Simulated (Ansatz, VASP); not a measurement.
# Ti9Al44O84 (glassy 29TiO2-71Al2O3 (mol %)) in two plane-wave programs

Wanted: the spread between two codes on one cell, functional and k mesh. Of the first pair: The structure shown is the start of the Ansatz relaxation below; VASP solves that cell, so the two are compared at the walk's first step.

Calculated with Ansatz 0.2.0; plane waves, with VASP 6.6.1 beside it; LDA.

## 1. Starting point

The cell holds 137 atoms: 9 Ti, 44 Al and 84 O. Its edges and angles: a = 11.331 Å, b = 11.331 Å, c = 11.331 Å, α = 90.0°, β = 90.0°, γ = 90.0°. As first built, before any earlier steps moved the atoms or strained the cell (in the runner's words): 137 atoms (9 Ti, 44 Al, 84 O) placed at random at 3.12 g/cm^3, melted at 4000 K for 10 ps at fixed volume with the Morse and Coulomb pair potential with partial charges (Pedone, Malavasi, Menziani, Cormack and Segre, J. Phys. Chem. B 110, 11780 (2006)). Quenched from 4000 K to 300 K at 100 K/ps and fixed volume, held 10 ps at zero pressure.

## 2. Ansatz: relaxation, LDA

Ansatz runs on its PAW soft_1 files.

The two programs are compared at the cell with which this relaxation starts, whose forces are those of its first step.

Contents of input.yaml:

```yaml
crystal:
  lattice:
    - [11.33062, 0.0, 0.0]
    - [0.0, 11.33062, 0.0]
    - [0.0, 0.0, 11.33062]
  atoms:
    - { symbol: Ti, position: [0.17107, 0.92915, 0.43017] }
    - { symbol: Ti, position: [0.82775, 0.66398, 0.03983] }
    - { symbol: Ti, position: [0.37312, 0.63028, 0.19924] }
    - { symbol: Ti, position: [0.22631, 0.96191, 0.09328] }
    - { symbol: Ti, position: [0.12655, 0.8974, 0.84465] }
    - { symbol: Ti, position: [0.9439, 0.03881, 0.63696] }
    - { symbol: Ti, position: [0.56061, 0.28162, 0.88627] }
    - { symbol: Ti, position: [0.89269, 0.59922, 0.33359] }
    - { symbol: Ti, position: [0.01922, 0.63494, 0.86387] }
    - { symbol: Al, position: [0.56906, 0.56757, 0.43521] }
    - { symbol: Al, position: [0.28665, 0.33543, 0.42642] }
    - { symbol: Al, position: [0.70373, 0.91852, 0.0632] }
    - { symbol: Al, position: [0.4903, 0.11952, 0.51142] }
    - { symbol: Al, position: [0.20627, 0.13998, 0.61403] }
    - { symbol: Al, position: [0.91982, 0.01371, 0.04707] }
    - { symbol: Al, position: [0.10907, 0.11348, 0.2705] }
    - { symbol: Al, position: [0.36267, 0.04883, 0.85192] }
    - { symbol: Al, position: [0.68814, 0.73842, 0.29301] }
    - { symbol: Al, position: [0.17645, 0.46291, 0.04394] }
    - { symbol: Al, position: [0.93803, 0.32588, 0.2276] }
    - { symbol: Al, position: [0.79762, 0.1637, 0.40465] }
    - { symbol: Al, position: [0.56541, 0.30409, 0.3449] }
    - { symbol: Al, position: [0.89397, 0.91357, 0.31602] }
    - { symbol: Al, position: [0.08513, 0.22915, 0.06598] }
    - { symbol: Al, position: [0.37694, 0.10039, 0.29136] }
    - { symbol: Al, position: [0.71637, 0.25615, 0.14495] }
    - { symbol: Al, position: [0.31535, 0.57345, 0.54368] }
    - { symbol: Al, position: [0.4712, 0.8581, 0.14853] }
    - { symbol: Al, position: [0.1104, 0.6922, 0.14591] }
    - { symbol: Al, position: [0.51173, 0.10875, 0.07073] }
[... 101 atom lines left out ...]
    - { symbol: O, position: [0.37905, 0.56803, 0.89798] }
    - { symbol: O, position: [0.81356, 0.07117, 0.72134] }
    - { symbol: O, position: [0.779, 0.01573, 0.34959] }
    - { symbol: O, position: [0.42615, 0.24229, 0.40026] }
    - { symbol: O, position: [0.62937, 0.82757, 0.41755] }
    - { symbol: O, position: [0.61568, 0.23868, 0.02465] }
kpoints:
  mp_grid: { grid: [1, 1, 1] }
hamiltonian:
  xc: lda
  pseudopotentials: { kind: paw, azcp: { folder: soft_1 }, xc_functional: pbe }
scf:
  occupations: { method: fixed }
output:
  forces: true
relax:
  f_tol: 0.05
  max_steps: 150
  cell: {}
```

The run is started by

```
$ ansatz run input.yaml --threads 4 --pin off --max-ram 8192MiB --backend cpu --events-out ev --progress --plain --runs-dir out
```

Numbers of over 12 decimals in the logs are rounded to 6 here.

Output:

```text
Engine: ansatz 0.2.0, aarch64-unknown-linux-gnu
Pseudopotentials: kind: paw
Pseudopotential: Ti, paw, valence charge 12, recommended cutoff 420 eV (normal), soft_1/Ti.paw.azcp
Pseudopotential: Al, paw, valence charge 3, recommended cutoff 420 eV (normal), soft_1/Al.paw.azcp
Pseudopotential: O, paw, valence charge 6, recommended cutoff 420 eV (normal), soft_1/O.paw.azcp
Functional definition: SPW92
  exchange = slater_x
  correlation = pw_c
Crystal: 137 atoms, lattice volume = 1454.658 Å³
Basis set: ecut = 420 eV, 28425 PW (Γ)
Bands: 509, of which v1, the nominal top of the filled ones, is band 372 counted from 1 (371 counted from 0)
Symmetry: 1 space group operations
Space group: P1 (ITA 1), of the structure as read, at distance tolerance 1.1e-4 Å
k-points: 1
Non-local potential: Ti, projectors of the file, l = 0: 3, l = 1: 2, l = 2: 3, l = 3: 1
Non-local potential: Al, projectors of the file, l = 0: 2, l = 1: 2, l = 2: 1
Non-local potential: O, projectors of the file, l = 0: 2, l = 1: 2, l = 2: 1
PAW form: soft (Blöchl's): semilocal exchange-correlation on the pseudo side does not see the compensation charge
PAW frozen core: Ti, regenerated for the run's functional, and the local potential with it (the file was generated under x = pbe(κ = 0.804, μ = 0.219515), c = pbe(β = 0.066725))
PAW frozen core: Al, regenerated for the run's functional, and the local potential with it (the file was generated under x = pbe(κ = 0.804, μ = 0.219515), c = pbe(β = 0.066725))
PAW frozen core: O, regenerated for the run's functional, and the local potential with it (the file was generated under x = pbe(κ = 0.804, μ = 0.219515), c = pbe(β = 0.066725))
PAW one-centre angular grid: Ti, 590 points (default); XC on 64 Gauss nodes
PAW one-centre angular grid: Al, 110 points (default); XC on 64 Gauss nodes
PAW one-centre angular grid: O, 110 points (default); XC on 64 Gauss nodes
Initial density: superposition of atomic densities (chi_scale 0.1, normalization cell, long waves kept (reshape's long-wave potential 0.88 eV rms))
Initial wavefunctions: pseudopotential atomic-orbital guess
Functional: x = slater, c = lda
SCF iter   1: F=—  HF=-91521.894931 eV  |F-HF|=—  |Δ(HF+E_count)|=         —  Δρ=1.33e-1  dr2=5.61e2  ethr=3.10e-3  ⟨swp⟩=4.0  Hψ=1468  notcnv=0  defer=134
preconditioner: auto → Resta (q_TF=auto, 2.440 Å⁻¹)  ε∞=4.3  [insulator: Δε(μ)=0.029 eV  Ē_g=13.968 eV  n_scr=364 (ndim 8)  ℏωp=25.2 eV  f_vac=0.004  ε∞_Penn≈4.3]
SCF iter   2: F=—  HF=-91486.928358 eV  |F-HF|=—  |Δ(HF+E_count)|=    3.50e1  Δρ=8.56e-2  dr2=1.27e2  ethr=3.10e-3  ⟨swp⟩=3.0  Hψ=1271  notcnv=0  defer=129
SCF iter   3: F=—  HF=-91455.274249 eV  |F-HF|=—  |Δ(HF+E_count)|=    3.17e1  Δρ=4.00e-2  dr2=3.17e1  ethr=3.10e-3  ⟨swp⟩=4.0  Hψ=872  notcnv=0  defer=109
automatic band count: iteration 3 solves 488 bands in place of 509: the levels show a gap, and the empty bands left out lie too high to hold charge; the band table lists the bands solved (type scf.n_extra_bands for more)
SCF iter   4: F=—  HF=-91448.722701 eV  |F-HF|=—  |Δ(HF+E_count)|=    6.55e0  Δρ=3.14e-2  dr2=1.73e1  ethr=3.10e-3  ⟨swp⟩=7.0  Hψ=1397  notcnv=0  defer=114
SCF iter   5: F=—  HF=-91445.938116 eV  |F-HF|=—  |Δ(HF+E_count)|=    2.78e0  Δρ=1.04e-2  dr2=1.42e0  ethr=2.33e-3  ⟨swp⟩=7.0  Hψ=886  notcnv=0  defer=112
SCF iter   6: F=—  HF=-91445.654777 eV  |F-HF|=—  |Δ(HF+E_count)|=   2.83e-1  Δρ=3.99e-3  dr2=2.53e-1  ethr=1.90e-4  ⟨swp⟩=6.0  Hψ=787  notcnv=0  defer=113
SCF iter   7: F=—  HF=-91445.621605 eV  |F-HF|=—  |Δ(HF+E_count)|=   3.32e-2  Δρ=1.52e-3  dr2=3.76e-2  ethr=3.40e-5  ⟨swp⟩=4.0  Hψ=870  notcnv=0  defer=114
SCF iter   8: F=—  HF=-91445.620115 eV  |F-HF|=—  |Δ(HF+E_count)|=   1.49e-3  Δρ=8.70e-4  dr2=1.26e-2  ethr=5.05e-6  ⟨swp⟩=4.0  Hψ=750  notcnv=0  defer=114
SCF iter   9: F=—  HF=-91445.619504 eV  |F-HF|=—  |Δ(HF+E_count)|=   6.11e-4  Δρ=3.03e-4  dr2=1.73e-3  ethr=1.69e-6  ⟨swp⟩=3.0  Hψ=647  notcnv=0  defer=114
SCF iter  10: F=—  HF=-91445.619553 eV  |F-HF|=—  |Δ(HF+E_count)|=   4.93e-5  Δρ=1.36e-4  dr2=3.50e-4  ethr=2.33e-7  ⟨swp⟩=2.0  Hψ=744  notcnv=0  defer=114
SCF iter  11: F=—  HF=-91445.619623 eV  |F-HF|=—  |Δ(HF+E_count)|=   7.00e-5  Δρ=8.10e-5  dr2=1.11e-4  ethr=4.71e-8  ⟨swp⟩=2.0  Hψ=742  notcnv=0  defer=114
SCF iter  12: F=—  HF=-91445.619601 eV  |F-HF|=—  |Δ(HF+E_count)|=   2.22e-5  Δρ=3.24e-5  dr2=1.85e-5  ethr=1.49e-8  ⟨swp⟩=2.0  Hψ=659  notcnv=0  defer=113
SCF iter  13: F=—  HF=-91445.617073 eV  |F-HF|=—  |Δ(HF+E_count)|=   2.53e-3  Δρ=1.53e-5  dr2=4.17e-6  ethr=2.49e-9  ⟨swp⟩=2.0  Hψ=835  notcnv=0  defer=112
SCF iter  14: F=—  HF=-91445.617073 eV  |F-HF|=—  |Δ(HF+E_count)|=   1.90e-7  Δρ=7.37e-6  dr2=1.04e-6  ethr=5.60e-10  ⟨swp⟩=2.0  Hψ=725  notcnv=0  defer=112
SCF iter  15: F=—  HF=-91445.617073 eV  |F-HF|=—  |Δ(HF+E_count)|=   8.85e-8  Δρ=4.94e-6  dr2=4.07e-7  ethr=1.40e-10  ⟨swp⟩=2.0  Hψ=725  notcnv=0  defer=112
[...]
- { symbol: Al, position: [0.875700, 0.411898, 0.930833] }
    - { symbol: Al, position: [0.791543, 0.782150, 0.764679] }
    - { symbol: Al, position: [0.357629, 0.461333, 0.781311] }
    - { symbol: Al, position: [0.384852, 0.358808, 0.156193] }
    - { symbol: Al, position: [0.848286, 0.377419, 0.661168] }
    - { symbol: Al, position: [0.133164, 0.672201, 0.394733] }
    - { symbol: Al, position: [0.455056, 0.619676, 0.978589] }
    - { symbol: Al, position: [0.681603, 0.534668, 0.784981] }
    - { symbol: Al, position: [0.366366, 0.896212, 0.641183] }
    - { symbol: Al, position: [0.042212, 0.535836, 0.580527] }
    - { symbol: Al, position: [0.800306, 0.631322, 0.549246] }
    - { symbol: Al, position: [0.549447, 0.812466, 0.779898] }
    - { symbol: Al, position: [0.291793, 0.248413, 0.885364] }
    - { symbol: Al, position: [0.626820, 1.017720, 0.307668] }
    - { symbol: Al, position: [0.736606, 0.045669, 0.832585] }
    - { symbol: Al, position: [0.606739, 0.522291, 0.153889] }
    - { symbol: Al, position: [0.075620, 0.291329, 0.787942] }
    - { symbol: Al, position: [0.672952, 0.886378, 0.564251] }
    - { symbol: Al, position: [0.450477, 0.797025, 0.430957] }
    - { symbol: Al, position: [0.544211, 0.370969, 0.594479] }
    - { symbol: Al, position: [0.657957, 0.162077, 0.651825] }
    - { symbol: Al, position: [0.041040, 0.262411, 0.500326] }
    - { symbol: Al, position: [0.287066, 0.695831, 0.808989] }
    - { symbol: O, position: [0.663472, 0.688789, 0.798636] }
    - { symbol: O, position: [0.443490, 0.723026, 0.857412] }
    - { symbol: O, position: [0.696587, 0.904796, 0.780969] }
    - { symbol: O, position: [0.901248, 0.175618, 0.502693] }
    - { symbol: O, position: [0.379629, 0.420531, 0.549032] }
    - { symbol: O, position: [0.577252, 0.404994, 0.443213] }
    - { symbol: O, position: [0.754878, 0.608291, 0.183471] }
    - { symbol: O, position: [0.034668, 0.655954, 0.270421] }
    - { symbol: O, position: [0.783148, 0.523084, 0.659791] }
    - { symbol: O, position: [0.478081, 0.00881251, 0.367249] }
    - { symbol: O, position: [0.384640, 0.993392, 0.153843] }
    - { symbol: O, position: [0.993595, 0.161909, 0.131178] }
    - { symbol: O, position: [0.708354, 0.309708, 0.623747] }
    - { symbol: O, position: [0.263858, 0.929465, 0.932114] }
    - { symbol: O, position: [0.442905, 0.212130, 0.189625] }
    - { symbol: O, position: [0.832946, 0.566316, 0.893091] }
    - { symbol: O, position: [0.042544, 0.479616, 0.940250] }
    - { symbol: O, position: [0.638695, 0.178656, 0.382334] }
    - { symbol: O, position: [0.940823, 0.609848, 0.481870] }
    - { symbol: O, position: [0.457529, 0.638676, 0.479941] }
    - { symbol: O, position: [0.549419, 0.959510, 0.020045] }
    - { symbol: O, position: [0.221607, 0.364412, 0.781942] }
    - { symbol: O, position: [0.452126, 0.942444, 0.774084] }
    - { symbol: O, position: [0.212349, 0.596830, 0.113097] }
[...]
- { symbol: O, position: [0.715466, 0.609904, 0.417833] }
    - { symbol: O, position: [0.064454, 0.201239, 0.665710] }
    - { symbol: O, position: [0.320668, 0.545060, 0.910881] }
    - { symbol: O, position: [0.812449, 0.116515, 0.718705] }
    - { symbol: O, position: [0.780345, 0.00992241, 0.357880] }
    - { symbol: O, position: [0.412264, 0.210132, 0.401108] }
    - { symbol: O, position: [0.615035, 0.827655, 0.425579] }
    - { symbol: O, position: [0.604045, 0.239970, 0.020713] }
```

## 3. VASP: single point, LDA, start cell, pair 1

The same cell, functional (in two slightly different forms) and mesh now go to VASP, with its own data sets.

Lines of VASP's logs that name or quote its potential files are left out, and so is its time.

Contents of INCAR:

```
SYSTEM = Ti9Al44O84
PREC = Accurate
ENCUT = 520
EDIFF = 1E-06
NELM = 120
ISMEAR = 0
SIGMA = 0.01
LREAL = Auto
ALGO = Normal
GGA = PW92
NBANDS = 467
LASPH = .TRUE.
LORBIT = 11
LWAVE = .FALSE.
LCHARG = .FALSE.
ISIF = 2
GGA_COMPAT = .FALSE.
EFERMI = MIDGAP
```

Contents of POSCAR:

```
Ti9Al44O84
1.0
   11.3306200000      0.0000000000      0.0000000000
    0.0000000000     11.3306200000      0.0000000000
    0.0000000000      0.0000000000     11.3306200000
Ti Al O
9 44 84
Direct
    0.1710674261      0.9291459779      0.4301706350
    0.8277481727      0.6639795528      0.0398301240
    0.3731216827      0.6302832502      0.1992388766
    0.2263071218      0.9619067624      0.0932782143
    0.1265508860      0.8974001423      0.8446492778
    0.9439024519      0.0388063495      0.6369642614
    0.5606136293      0.2816174225      0.8862710072
    0.8926872492      0.5992169890      0.3335916305
    0.0192222491      0.6349431893      0.8638715269
    0.5690597690      0.5675682355      0.4352100768
    0.2866480387      0.3354273641      0.4264197370
    0.7037302460      0.9185199045      0.0632004250
    0.4902997365      0.1195168490      0.5114194987
    0.2062729136      0.1399835137      0.6140264169
    0.9198172739      0.0137062226      0.0470671508
    0.1090672885      0.1134801096      0.2704971131
    0.3626721221      0.0488322793      0.8519216071
    0.6881441616      0.7384238462      0.2930113268
    0.1764510680      0.4629137682      0.0439428734
    0.9380333998      0.3258780190      0.2275956656
    0.7976174296      0.1636980148      0.4046468772
    0.5654059531      0.3040875080      0.3448972783
    0.8939669674      0.9135687191      0.3160197765
    0.0851321463      0.2291489786      0.0659805024
    0.3769431858      0.1003916820      0.2913609317
    0.7163685659      0.2561466186      0.1449523504
    0.3153490277      0.5734461133      0.5436772215
    0.4712010464      0.8580995568      0.1485267355
    0.1103999605      0.6922039571      0.1459143454
    0.5117283962      0.1087495653      0.0707286980
[... 101 atom lines left out ...]
    0.3790525143      0.5680271689      0.8979826347
    0.8135565397      0.0711699801      0.7213374025
    0.7790041498      0.0157272947      0.3495925201
    0.4261461420      0.2422903601      0.4002605330
    0.6293742090      0.8275716598      0.4175499664
    0.6156768120      0.2386806724      0.0246500192
```

Contents of KPOINTS:

```
Automatic mesh
0
Gamma
1 1 1
0 0 0
```

PAW data sets: Ti_sv, Al and O (LDA family, release 64).

The run is started by

```
$ export OMP_NUM_THREADS=4
$ mpirun -np 1 vasp_gam
```

Output:

```text
[banner, memory and clock lines left out]
running    1 mpi-ranks, on    1 nodes
[...]
Offloading initialized ...    1 GPUs detected
[...]
|                                                                             |
|               ----> ADVICE to this user running VASP <----                  |
|                                                                             |
|     You enforced a specific xc type in the INCAR file but a different       |
|     [... a line on the potential file left out ...]
|     I HOPE YOU KNOW WHAT YOU ARE DOING!                                     |
|                                                                             |

 LDA part: xc-table for (Slater(with rela. corr.)+PW92), standard interpolation
 POSCAR, INCAR and KPOINTS ok, starting setup
[...]
entering main loop
       N       E                     dE             d eps       ncg     rms          rms(c)
DAV:   1     0.895092904094E+04    0.89509E+04   -0.42635E+05   934   0.170E+03
DAV:   2     0.338873228821E+01   -0.89475E+04   -0.84484E+04  1070   0.457E+02
DAV:   3    -0.125376867245E+04   -0.12572E+04   -0.12357E+04  1057   0.184E+02
DAV:   4    -0.133582205605E+04   -0.82053E+02   -0.81697E+02  1332   0.474E+01
[...]
DAV:  18    -0.113871039887E+04    0.67869E-05   -0.26653E-05  1340   0.166E-02    0.904E-03
DAV:  19    -0.113871039733E+04    0.15364E-05   -0.11167E-05  1100   0.929E-03    0.608E-03
DAV:  20    -0.113871039680E+04    0.53378E-06   -0.18721E-06   692   0.369E-03
   1 F= -.11387104E+04 E0= -.11387104E+04  d E =0.000000E+00
```

OUTCAR, selected parts (step 3):

```text
  Total        1.0286166     17.4765332     26.6947144     -8.1607719     11.3402213     -5.1557021
  in kB        1.1329300     19.2488525     29.4018622     -8.9883670     12.4902487     -5.6785490
  external PRESSURE =      16.5945482 kB  Pullay stress =       0.0000000 kB

 POSITION                                       TOTAL-FORCE (eV/Angst)
 -----------------------------------------------------------------------------------
      1.93830     10.52780      4.87410         0.169195      1.161515     -0.672465
      9.37890      7.52330      0.45130        -0.697008      1.027736      0.106814
      4.22770      7.14150      2.25750        -0.145222     -0.704090      1.215933
[...]
5.11970      7.24900      5.49470        -2.111345      1.445893      0.546476
      6.27100     10.97280      0.17490         0.292957     -1.090035      0.144193
      2.44020      4.37410      8.83260        -1.543329     -1.733725      0.172733
      5.08980     11.12170      8.53290         0.732154     -0.298678     -0.395239
      2.55820      6.69730      1.20480         0.332511      1.168555      0.984219
      7.23030      4.18620      2.55380        -0.430525     -0.036877     -0.618309
      0.46990      2.70350      3.70400        -0.523740      1.088409      0.826125
      9.31900      3.89090      0.73080         0.301051     -0.867347      1.397019
      3.47480      6.84260      7.82440        -0.140576     -0.633996      0.854669
      0.48370     11.01390      3.46750        -0.392666      0.265546      0.712940
[...]
-----------------------------------------------------------------------------------
    total drift:                               -0.072514      0.018529     -0.025807

  FREE ENERGIE OF THE ION-ELECTRON SYSTEM (eV)
  ---------------------------------------------------
  free  energy   TOTEN  =     -1138.7103967955 eV

  energy  without entropy=    -1138.7103967955  energy(sigma->0) =    -1138.71039680

[... 3 further parts left out ...]
[key lines of the parts left out:]
E-fermi :   5.2617
```

This run has no spin polarisation, so a moment on Ti, if there is one, isn't seen.

## 4. Comparison

Known differences besides the potentials themselves: the two LDA forms differ slightly; fixed occupations in Ansatz, narrow Gaussian smearing in VASP; the cutoff is 420 eV in Ansatz and 520 eV in VASP (PREC = Accurate, projectors in real space); VASP's log shows a relativistic correction to its local exchange, Ansatz's none. Total energies have different zeros and are not compared.

Forces on 8 of the 137 atoms, those with the largest forces and the largest differences (eV/Å; atoms numbered as in POSCAR):

| atom | Ansatz x, y, z | VASP x, y, z |
| --- | --- | --- |
| Ti6 | 0.201, -0.098, -2.917 | 0.260, -0.009, -3.025 |
| Ti8 | -1.479, -0.040, -1.262 | -1.533, 0.109, -1.272 |
| Al10 | 3.011, 1.081, -1.733 | 3.103, 1.153, -1.765 |
| Al12 | -0.691, 1.375, 2.807 | -0.693, 1.429, 2.853 |
| Al15 | 2.418, -1.039, 2.829 | 2.442, -1.062, 2.842 |
| Al24 | 0.483, -3.688, -1.652 | 0.546, -3.806, -1.678 |
| Al27 | 3.153, -0.117, -0.465 | 3.209, -0.093, -0.505 |
| O103 | -0.744, 3.539, 1.656 | -0.757, 3.716, 1.729 |

The forces differ by 40 meV/Å r.m.s., which is 3.9 % of the r.m.s. force of 1.034 eV/Å (both taken over all components).

[end of part 1 of 2]

[Lines on the potential files, build, host, timing and source positions are cut from VASP's logs without a mark.]

[Logs are printed without paths, hosts, clocks, repeated set-up lines and the standing remarks that a program may print on its own settings, such as how far it seeks lower states.]

[Hosts, paths, dates, database ids (printed as entryN), source tags and the programs' standing remarks are cut or masked in the printed files.]
